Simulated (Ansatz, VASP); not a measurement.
## Cross-check of TaN between VASP and Ansatz

Aim: how closely do two programs agree when they are given the same cell, functional and k mesh? Of the first pair: The cell is taken from a series of runs on this material, whose earlier steps may have relaxed, scaled, displaced or heated it; both programs get it as it stands.

Calculated with Ansatz 0.2.0; plane waves, with VASP 6.6.1 beside it; relaxation of cell and atoms at PBEsol and single point at PBEsol.

## (1) The structure

The structure is hexagonal, space group P-62m (No. 189). Conventional cell: a = 5.178 Å, b = 5.178 Å, c = 2.896 Å, α = 90.00°, β = 90.00°, γ = 120.00°. N has 5 Ta at 2.04 to 2.15 Å nearest. Nearest to Ta lie 6 N at 2.15 Å. Ta has 3 N at 2.04 Å nearest. Farther neighbours and most contacts between anions are not listed.

## (2) VASP: relaxation of cell and atoms, PBEsol

The relaxed volume is the usual yardstick between codes: in a stiff, nearly cubic crystal its relative difference is about their pressure difference at one cell divided by the bulk modulus.

Lines of VASP's logs that name or quote its potential files are left out, and so is its time.

INCAR reads:

```
SYSTEM = TaN
PREC = Accurate
ENCUT = 600
EDIFF = 1E-07
NELM = 120
ISMEAR = 1
SIGMA = 0.2
LREAL = .FALSE.
ALGO = Normal
GGA = PS
NBANDS = 30
LASPH = .TRUE.
LORBIT = 11
LWAVE = .FALSE.
LCHARG = .FALSE.
ISIF = 3
IBRION = 2
NSW = 80
EDIFFG = -0.005
GGA_COMPAT = .FALSE.
NELMIN = 4
KPAR = 2
```

POSCAR reads:

```
TaN
1.0
    5.1783080000      0.0000000000      0.0000000000
   -2.5891540000      4.4845460000      0.0000000000
    0.0000000000      0.0000000000      2.8956700000
N Ta
3 3
Direct
    0.3934268893      0.9999997732      0.0000000000
    0.6065728083      0.6065727327      0.0000000000
    0.9999998488      0.3934268137      0.0000000000
    0.3333331821      0.6666664399      0.5000000000
    0.6666665155      0.3333331065      0.5000000000
    0.9999998488      0.9999997732      0.0000000000
```

KPOINTS reads:

```
Automatic mesh
0
Gamma
9 9 12
0 0 0
```

PAW data sets: N and Ta_pv (PBE family, release 64).

On the command line:

```bash
mpirun -np 2 vasp_std
```

Numbers of over 12 decimals in the logs are rounded to 6 here.

Output:

```text
[banner, memory and clock lines left out]
running    2 mpi-ranks, on    1 nodes
 distrk:  each k-point on    1 cores,    2 groups
 distr:  one band on    1 cores,    1 groups

 POSCAR found type information on POSCAR N Ta
 POSCAR found :  2 types and       6 ions
|                                                                             |
|               ----> ADVICE to this user running VASP <----                  |
|                                                                             |
|     You enforced a specific xc type in the INCAR file but a different       |
|     [... a line on the potential file left out ...]
|     I HOPE YOU KNOW WHAT YOU ARE DOING!                                     |
|                                                                             |

 LDA part: xc-table for (Slater+PW92), standard interpolation
 POSCAR, INCAR and KPOINTS ok, starting setup
 FFT: planning ... GRIDC
 FFT: planning ... GRID_SOFT
 FFT: planning ... GRID
 WAVECAR not read
 entering main loop
       N       E                     dE             d eps       ncg     rms          rms(c)
DAV:   1     0.480067742034E+03    0.48007E+03   -0.28797E+04  5040   0.187E+03
DAV:   2    -0.482981765496E+02   -0.52837E+03   -0.50861E+03  5856   0.516E+02
DAV:   3    -0.799290960291E+02   -0.31631E+02   -0.31148E+02  6098   0.121E+02
DAV:   4    -0.806134290824E+02   -0.68433E+00   -0.67834E+00  6248   0.173E+01
DAV:   5    -0.806318767792E+02   -0.18448E-01   -0.18426E-01  6262   0.221E+00    0.448E+01
DAV:   6    -0.717756116832E+02    0.88563E+01   -0.51915E+01  6538   0.404E+01    0.194E+01
DAV:   7    -0.715390699508E+02    0.23654E+00   -0.21754E+00  6066   0.885E+00    0.106E+01
DAV:   8    -0.714695094229E+02    0.69561E-01   -0.34312E-01  6106   0.386E+00    0.877E-01
DAV:   9    -0.714566845223E+02    0.12825E-01   -0.41118E-02  6380   0.146E+00    0.372E-01
DAV:  10    -0.714563092798E+02    0.37524E-03   -0.16106E-02  6438   0.654E-01    0.178E-01
DAV:  11    -0.714558865183E+02    0.42276E-03   -0.46479E-03  6468   0.384E-01    0.498E-02
DAV:  12    -0.714558464239E+02    0.40094E-04   -0.27699E-04  6318   0.100E-01    0.149E-02
DAV:  13    -0.714558459426E+02    0.48138E-06   -0.17307E-05  7064   0.247E-02    0.526E-03
DAV:  14    -0.714558458024E+02    0.14018E-06   -0.89068E-07  5940   0.644E-03    0.131E-03
DAV:  15    -0.714558457118E+02    0.90596E-07   -0.68442E-08  4032   0.231E-03
   1 F= -.71455846E+02 E0= -.71456897E+02  d E =-.714558E+02
[...]
2 F= -.71453458E+02 E0= -.71454512E+02  d E =0.238767E-02
[...]
3 F= -.71456324E+02 E0= -.71457375E+02  d E =-.478120E-03
[...]
4 F= -.71456324E+02 E0= -.71457375E+02  d E =-.477953E-03
 curvature:  -0.15 expect dE=-0.188E-05 dE for cont linesearch -0.123E-06
 ZBRENT: accuracy reached
 trial: gam= 0.01965 g(F)=  0.771E-05 g(S)=  0.505E-05 ort =-0.528E-04 (trialstep = 0.859E+00)
 search vector abs. value=  0.120E-04
 bond charge predicted
       N       E                     dE             d eps       ncg     rms          rms(c)
DAV:   1    -0.714563335537E+02   -0.98679E-05   -0.13869E-03  5076   0.241E-01    0.163E-02
DAV:   2    -0.714563310755E+02    0.24782E-05   -0.20138E-05  6298   0.282E-02    0.882E-03
DAV:   3    -0.714563295253E+02    0.15503E-05   -0.28638E-06  6576   0.107E-02    0.294E-03
DAV:   4    -0.714563294365E+02    0.88827E-07   -0.26044E-07  4842   0.362E-03
   5 F= -.71456329E+02 E0= -.71457380E+02  d E =-.577118E-05
 trial-energy change:   -0.000006  1 .order   -0.000006   -0.000010   -0.000002
 step:   1.0113(harm=  1.0113)  dis= 0.00030  next Energy=   -71.456330 (dE=-0.593E-05)
 reached required accuracy - stopping structural energy minimisation
```

Parts of OUTCAR (step 2):

```text
ion  position               nearest neighbor table
   1  0.393  1.000  0.000-   6 2.04   4 2.15   4 2.15   5 2.15   5 2.15
   2  0.607  0.607  0.000-   6 2.04   5 2.15   5 2.15   4 2.15   4 2.15
   3  1.000  0.393  0.000-   6 2.04   4 2.15   4 2.15   5 2.15   5 2.15
   4  0.333  0.667  0.500-   1 2.15   1 2.15   3 2.15   3 2.15   2 2.15   2 2.15   5 2.99   5 2.99
                             5 2.99   6 3.32   6 3.32   6 3.32   6 3.32   6 3.32   6 3.32
   5  0.667  0.333  0.500-   1 2.15   1 2.15   2 2.15   2 2.15   3 2.15   3 2.15   4 2.99   4 2.99
                             4 2.99   6 3.32   6 3.32   6 3.32   6 3.32   6 3.32   6 3.32
   6  1.000  1.000  0.000-   2 2.04   3 2.04   1 2.04   4 3.32   4 3.32   5 3.32   5 3.32   4 3.32
                             5 3.32   4 3.32   5 3.32   5 3.32   5 3.32   4 3.32   4 3.32

  LATTYP: Found a hexagonal cell.
 ALAT       =     5.1783080000
 C/A-ratio  =     0.5591923076

 Subroutine GETGRP returns: Found 12 space group operations
 (whereof 12 operations were pure point group operations)

The static configuration has the point symmetry D_3h.

 Found     84 irreducible k-points:

   k-points           NKPTS =     84   k-points in BZ     NKDIM =     84   number of bands    NBANDS=     30

   dimension x,y,z NGX =    42 NGY =   42 NGZ =   24
   dimension x,y,z NGXF=    84 NGYF=   84 NGZF=   48

   ENCUT  =  600.0 eV  44.10 Ry    6.64 a.u.  10.34 10.34  5.78*2*pi/ulx,y,z

   NELECT =      48.0000    total number of electrons

 k-points in reciprocal lattice and weights: Automatic mesh
   0.00000000  0.00000000  0.00000000       0.001
   0.11111111 -0.00000000  0.00000000       0.006
   0.22222222 -0.00000000  0.00000000       0.006
   0.33333333 -0.00000000  0.00000000       0.006
   0.44444444 -0.00000000  0.00000000       0.006
   0.11111111  0.11111111  0.00000000       0.006
   0.22222222  0.11111111  0.00000000       0.012
   0.33333333  0.11111111  0.00000000       0.012
   0.44444444  0.11111111  0.00000000       0.006
[...]
0.33333333  0.22222222  0.50000000       0.012
   0.33333333  0.33333333  0.50000000       0.002

 average (electrostatic) potential at core
       1 -61.8604       2 -61.8604       3 -61.8604       4 -35.5861       5 -35.5861
       6 -34.9800

 E-fermi :   8.3699

 k-point     1 :       0.0000    0.0000    0.0000
  band No.  band energies     occupation
    ...
     21       4.0094      2.00000
     22       4.9602      2.00000
     23       6.3218      2.00000
     24       7.3453      2.00000
     25       7.3453      2.00000
     26       8.8609     -0.00283
     27       8.8609     -0.00283
     28      10.1127     -0.00000
     29      10.2325     -0.00000
     30      10.2325     -0.00000

 k-point     2 :       0.1111   -0.0000    0.0000
  band No.  band energies     occupation
    ...
     21       4.2281      2.00000
     22       4.8310      2.00000
     23       5.8817      2.00000
     24       7.2602      2.00000
     25       7.9197      2.00654
     26       8.9609     -0.00024
     27       9.0169     -0.00005
     28       9.5566     -0.00000
     29      10.2790     -0.00000
     30      10.8925     -0.00000

 k-point     3 :       0.2222   -0.0000    0.0000
  band No.  band energies     occupation
    ...
     20       3.5361      2.00000
     21       4.4986      2.00000
     22       4.5031      2.00000
     23       5.3367      2.00000
     24       6.9444      2.00000
     25       8.7652     -0.01725
     26       9.2380     -0.00000
     27       9.3829     -0.00000
     28       9.4522     -0.00000
     29      10.3936     -0.00000
    ...

  Total       -0.0079502     -0.0079502     -0.0042126      0.0000000      0.0000000     -0.0000000
  in kB       -0.1889168     -0.1889168     -0.1001018      0.0000000      0.0000000     -0.0000000
  external PRESSURE =      -0.1593118 kB  Pullay stress =       0.0000000 kB

  energy-cutoff  :      600.00
  volume of cell :       67.42
      direct lattice vectors                 reciprocal lattice vectors
     5.183351156  0.000000000 -0.000000000     0.192925382  0.111385528  0.000000000
    -2.591675578  4.488913500 -0.000000000    -0.000000000  0.222771056 -0.000000000
    -0.000000000  0.000000000  2.897799983     0.000000000  0.000000000  0.345089380

 POSITION                                       TOTAL-FORCE (eV/Angst)
 -----------------------------------------------------------------------------------
     -0.55262      4.48891     -0.00000        -0.002524      0.000000      0.000000
      1.57215      2.72304     -0.00000         0.001262      0.002186     -0.000000
      4.16383      1.76587     -0.00000         0.001262     -0.002186      0.000000
     -0.00000      2.99261      1.44890         0.000000     -0.000000     -0.000000
      2.59168      1.49630      1.44890         0.000000      0.000000     -0.000000
      2.59168      4.48891     -0.00000         0.000000     -0.000000     -0.000000
 -----------------------------------------------------------------------------------
    total drift:                                0.000485      0.002567     -0.000000

  FREE ENERGIE OF THE ION-ELECTRON SYSTEM (eV)
  ---------------------------------------------------
  free  energy   TOTEN  =       -71.4563294365 eV

  energy  without entropy=      -71.4594814241  energy(sigma->0) =      -71.45738010

 reached required accuracy - stopping structural energy minimisation

 total charge
# of ion       s       p       d       tot
------------------------------------------
    1        1.230   2.551   0.000   3.780
    2        1.230   2.551   0.000   3.780
    3        1.230   2.551   0.000   3.780
    4        0.298   6.273   2.409   8.980
    5        0.298   6.273   2.409   8.980
    6        0.336   6.227   2.433   8.996
--------------------------------------------------
tot          4.621  26.425   7.251  38.298

[... 3 further parts left out ...]
```

## (3) Ansatz: relaxation of cell and atoms, PBEsol

Ansatz runs on its PAW soft_1 files.

The same cell, functional, mesh and smearing now go to Ansatz, which takes its cutoff from its data sets.

input.yaml reads:

```yaml
crystal:
  lattice:
    - [5.1783077745, 0.0, 0.0]
    - [-2.5891538873, 4.4845460814, 0.0]
    - [0.0, 0.0, 2.8956700627]
  atoms:
    - { symbol: "N", position: [0.3934270257, 0.0, 0.0] }
    - { symbol: "N", position: [0.6065729743, 0.6065729743, 0.0] }
    - { symbol: "N", position: [0.0, 0.3934270257, 0.0] }
    - { symbol: Ta, position: [0.3333333333, 0.6666666667, 0.5] }
    - { symbol: Ta, position: [0.6666666667, 0.3333333333, 0.5] }
    - { symbol: Ta, position: [0.0, 0.0, 0.0] }
kpoints:
  mp_grid: { grid: [9, 9, 12] }
hamiltonian:
  xc: pbesol
  pseudopotentials: { kind: paw, azcp: { folder: soft_1 }, xc_functional: pbe }
scf:
  occupations: { method: methfessel_paxton, width: 0.2 }
output:
  forces: true
  stress: true
  eigenvalues: true
relax:
  adjacent_minimum: "off"
  f_tol: 0.001
  max_steps: 60
  cell: { stress_tol: 0.01 }
```

On the command line:

```bash
ansatz run input.yaml --threads 8 --pin off --max-ram 16384MiB --backend cpu --events-out ev --progress --plain --runs-dir out
```

Output:

```text
Engine: ansatz 0.2.0, aarch64-unknown-linux-gnu
Pseudopotentials: kind: paw
Pseudopotential: N, paw, valence charge 5, recommended cutoff 420 eV (normal), soft_1/N.paw.azcp
Pseudopotential: Ta, paw, valence charge 13, recommended cutoff 420 eV (normal), soft_1/Ta.paw.azcp
Functional definition: PBEsol
  exchange = pbesol_x
  correlation = pbesol_c
Crystal: 6 atoms, lattice volume = 67.244 Å³
Basis set: ecut = 420 eV, 1287 PW (Γ), exchange–correlation on 72×72×40 points (8 copies of the dense FFT grid, shifted against one another)
Bands: 33, of which v1, the nominal top of the filled ones, is band 27 counted from 1 (26 counted from 0)
Symmetry: 12 space group operations
Space group: P-62m (ITA 189), of the structure as read, at distance tolerance 4.1e-5 Å
k-points: 84 of 972 (time reversal used)
Non-local potential: N, projectors of the file, l = 0: 2, l = 1: 2, l = 2: 1
Non-local potential: Ta, projectors of the file, l = 0: 3, l = 1: 2, l = 2: 2, l = 3: 1
PAW form: soft (Blöchl's): semilocal exchange-correlation on the pseudo side does not see the compensation charge
PAW frozen core: N, regenerated for the run's functional, and the local potential with it (the file was generated under x = pbe(κ = 0.804, μ = 0.219515), c = pbe(β = 0.066725))
PAW frozen core: Ta, regenerated for the run's functional, and the local potential with it (the file was generated under x = pbe(κ = 0.804, μ = 0.219515), c = pbe(β = 0.066725))
PAW one-centre angular grid: N, 110 points (default); XC on 64 Gauss nodes
PAW one-centre angular grid: Ta, 590 points (default); XC on 64 Gauss nodes
Initial density: superposition of atomic densities (chi_scale 0.1, normalization cell, long waves kept (reshape's long-wave potential 0.01 eV rms))
Initial wavefunctions: pseudopotential atomic-orbital guess
Functional: x = pbesol(κ = 0.804, μ = 0.123457), c = pbesol(β = 0.046)
SCF iter   1: F=—  HF=-30566.440596 eV  |F-HF|=—  |Δ(HF+E_count)|=         —  Δρ=6.50e-2  dr2=3.54e0  ethr=3.10e-3  ⟨swp⟩=4.6  Hψ=10822  notcnv=0
preconditioner: auto → Resta (q_TF=auto, 2.630 Å⁻¹)  ε∞=7.2  [insulator: Δε(μ)=0.129 eV  Ē_g=9.959 eV  σ=0.200 eV  W_gap=0.51  n_scr=26 (ndim 8)  ℏωp=24.8 eV  f_vac=0.000  D(μ)=0.20/eV (n_scr^D=0)  ε∞_Penn≈7.2]
SCF iter   2: F=—  HF=-30565.781377 eV  |F-HF|=—  |Δ(HF+E_count)|=   6.59e-1  S|Δr|=    0.00e0  Δρ=3.11e-2  dr2=3.10e-1  ethr=3.10e-3  ⟨swp⟩=2.0  Hψ=4948  notcnv=0  defer=95
preconditioner: auto → Kerker (q_TF=auto, 2.630 Å⁻¹)  [metal: Δε(μ)=0.106 eV  Ē_g=9.632 eV  σ=0.200 eV  W_gap=0.40  n_scr=26 (ndim 8)  ℏωp=24.8 eV  f_vac=0.000  D(μ)=0.43/eV (n_scr^D=0)]
SCF iter   3: F=—  HF=-30565.755677 eV  |F-HF|=—  |Δ(HF+E_count)|=   2.57e-2  S|Δr|=    0.00e0  Δρ=1.48e-2  dr2=7.92e-2  ethr=5.73e-4  ⟨swp⟩=1.0  Hψ=2677  notcnv=0  defer=95
SCF iter   4: F=—  HF=-30565.747419 eV  |F-HF|=—  |Δ(HF+E_count)|=   8.26e-3  S|Δr|=    0.00e0  Δρ=1.98e-3  dr2=2.66e-3  ethr=1.47e-4  ⟨swp⟩=2.3  Hψ=3959  notcnv=0  defer=95
SCF iter   5: F=—  HF=-30565.747040 eV  |F-HF|=—  |Δ(HF+E_count)|=   3.79e-4  S|Δr|=    0.00e0  Δρ=7.49e-4  dr2=3.76e-4  ethr=4.92e-6  ⟨swp⟩=2.1  Hψ=3621  notcnv=0  defer=94
SCF iter   6: F=—  HF=-30565.746964 eV  |F-HF|=—  |Δ(HF+E_count)|=   7.67e-5  S|Δr|=    0.00e0  Δρ=1.37e-4  dr2=1.44e-5  ethr=6.97e-7  ⟨swp⟩=2.0  Hψ=3885  notcnv=0  defer=94
SCF iter   7: F=—  HF=-30565.746971 eV  |F-HF|=—  |Δ(HF+E_count)|=   7.75e-6  S|Δr|=    0.00e0  Δρ=2.29e-5  dr2=3.68e-7  ethr=2.66e-8  ⟨swp⟩=2.0  Hψ=3983  notcnv=0  defer=94
SCF iter   8: F=-30565.746971 eV  HF=-30565.746971 eV  |F-HF|=5.94e-9  |Δ(HF+E_count)|=   4.18e-8  S|Δr|=    0.00e0  Δρ=4.43e-6  dr2=1.42e-8  ethr=1.85e-10  ⟨swp⟩=9.4  Hψ=11368  notcnv=0
SCF 1 converged in 8 iterations: F = -30565.746971 eV  dr2 = 1.42e-8
  greatest PAW one-centre occupation: 0.999 electrons in one spin orbital (limit 2), on the Ta atom at site 3 (counted from 0), in its partial waves of l = 0
relax step   1: F+E_penalty+E_count = -30565.74697131 eV  Δ(F+E_penalty+E_count) = +0.000e0 eV  max|allowed force component| = 1.524e-3 eV/Å  Δτ_max = 0.0000 Å  P = -0.036 GPa  Ω = 67.244 Å³  (8 SCF iters, dr2 threshold 1.00e-7 eV, accepted)
[...]
relax step   2: F+E_penalty+E_count = -30565.74698732 eV  Δ(F+E_penalty+E_count) = -1.602e-5 eV  max|allowed force component| = 2.714e-3 eV/Å  Δτ_max = 0.0004 Å  P = +0.012 GPa  Ω = 67.230 Å³  energy of the carried Pulay correction = +2.348e-5 eV  (4 SCF iters, dr2 threshold 1.29e-8 eV, rejected (line search))
[...]
relax step   3: F+E_penalty+E_count = -30565.74698997 eV  Δ(F+E_penalty+E_count) = -1.866e-5 eV  max|allowed force component| = 3.144e-5 eV/Å  Δτ_max = 0.0002 Å  P = -0.004 GPa  Ω = 67.236 Å³  energy of the carried Pulay correction = +1.369e-5 eV  (7 SCF iters, accepted)
[...]
relax step   4: F+E_penalty+E_count = -30565.74696877 eV  Δ(F+E_penalty+E_count) = +2.120e-5 eV  max|allowed force component| = 2.884e-5 eV/Å  Δτ_max = 0.0000 Å  P = -0.004 GPa  Ω = 67.236 Å³  stress off target by 7.28e-3 GPa  SCF on the basis re-selected at this cell (its energy is not comparable with the rows above)  (4 SCF iters)
basis re-selected at this cell: Δ(F+E_penalty+E_count) = +2.120e-5 eV, ΔP = -0.000 GPa vs the last step (what re-selecting the basis moved, of the pressure what is left beyond the Pulay correction that the steps carried, after the strain that the cell walked since its last selection, with what the two solves' SCF thresholds leave and, on support functions, any second-order correction that the steps lacked; it is no m [...]
SCF converged after 4 iterations
Stability not checked: this state was not tested for a lower state beside it, because cold or Methfessel-Paxton smearing, or corrected tetrahedra, fill the levels in a way that the test cannot read (fill_not_monotonic; see scf.lower_state_search)
Free energy (F): -30565.746969 eV
Harris-Foulkes:  -30565.746969 eV  (|F-HF|=0.00e0)
Internal energy: -30565.750157 eV  (E = F + TS)
E sigma→0 (E₀):  -30565.747766 eV
Entropy (-TS):   0.003188 eV (0.531 meV/atom)
Fermi energy:    19.815178 eV
Step filling:    the computed levels leave a gap of 0.0594 eV = 0.3 smearing widths at the electron count; against every level under it full and every level over it empty, smearing changes F+E_penalty+E_count by +1.255 meV and its σ→0 estimate by +0.458 meV
--- Per-component energies (eV) ---
  E_band       = -217.416189
  E_kinetic    = 1570.223593
  E_local      = -1969.576351  (includes V_loc(G=0)·N_el)
  E_nonlocal   = 80.195496
  E_hartree    = 703.782792
  E_xc         = -1136.047754
  E_vxc        = -929.278570  (∫ρ·V_xc dr)
  E_paw        = -24914.447696  (= ΣΔE_a)
  E_vpaw       = -376.548761  (= ΣTr[D̂ρ^β])
  E_aug_tail   = 0.002819  (compensation charges beyond the density's cutoff)
  E_ewald      = -4900.608489
  E_core_change = 0.725435  (= ΣΔE_core)
  E_smearing   = 0.003188  (= −TS)
  E_closure    = -0.000000  (closes the sum)
  Σ components = -30565.746969   (vs F -30565.746969, Δ=0.00e0)
--- Forces (eV/Å), atoms counted from 1 ---
  atom   1  N      0.00002884     0.00000000    -0.00000000
  atom   2  N     -0.00001442    -0.00002498    -0.00000000
  atom   3  N     -0.00001442     0.00002498    -0.00000000
  atom   4  Ta    -0.00000000    -0.00000000     0.00000000
  atom   5  Ta    -0.00000000     0.00000000    -0.00000000
  atom   6  Ta     0.00000000     0.00000000    -0.00000000
  max |Σ_I F_I| component: 7.90e-17 eV/Å
--- Stress (GPa, compression-positive) ---
       -0.002253       0.000000       0.000000
        0.000000      -0.002253       0.000000
        0.000000       0.000000      -0.007284
  P = ⅓ Tr σ = -0.0039 GPa (-0.039 kbar)
--- Band table (eV; the first three rows and the last of 84) ---
  k-point 0: bands = [... 23 lower, 15.4452, 16.3837, 17.7721, 18.7855, 18.7855, 20.3175, 20.3175, 21.5754, ... 2 higher]
  k-point 1: bands = [... 23 lower, 15.0372, 16.6372, 18.1257, 18.4468, 18.4468, 20.7429, 20.7429, 21.6913, ... 2 higher]
  k-point 2: bands = [... 23 lower, 14.4596, 17.3842, 18.0390, 18.0390, 18.9486, 21.1876, 21.1876, 21.7236, ... 2 higher]
  k-point 83: bands = [... 23 lower, 15.6818, 17.1211, 17.1211, 18.0143, 22.2805, 22.2805, 22.3345, 22.3723, ... 2 higher]
--- Relaxed structure (3 steps of the walk, 2 accepted, 1 SCFs on fresh bases) ---
  F+E_penalty+E_count = -30565.74696877 eV   max|allowed force component| = 2.884e-5 eV/Å   (the final SCF, on the basis selected at the relaxed cell)
  cell:  # Å, volume = 67.2362 Å³
    - [5.177682, 2.8863944261493014e-11, 0.0]
    - [-2.588841, 4.484004, 0.0]
    - [0.0, 0.0, 2.896021]
  atoms:
    - { symbol: N, position: [0.393460, 0, 0.0] }
    - { symbol: N, position: [0.606540, 0.606540, 0.0] }
    - { symbol: N, position: [0.0, 0.393460, 0.0] }
    - { symbol: Ta, position: [0.333333, 0.666667, 0.5] }
    - { symbol: Ta, position: [0.666667, 0.333333, 0.5] }
    - { symbol: Ta, position: [0, 0, 0.0] }
```

In the SCF lines HF is the Harris–Foulkes energy and dr2 the Hartree energy of the density residual, in eV; the loop may stop once dr2 is under the threshold and the program's other checks hold. Hψ counts applications of the Hamiltonian.

(Part 1 of 2 ends here.)

[Lines on the potential files, build, host, timing and source positions are cut from VASP's logs without a mark.]

[Logs are printed without paths, hosts, clocks, repeated set-up lines and the standing remarks that a program may print on its own settings, such as how far it seeks lower states.]

[Hosts, paths, dates, database ids (printed as entryN), source tags and the programs' standing remarks are cut or masked in the printed files.]
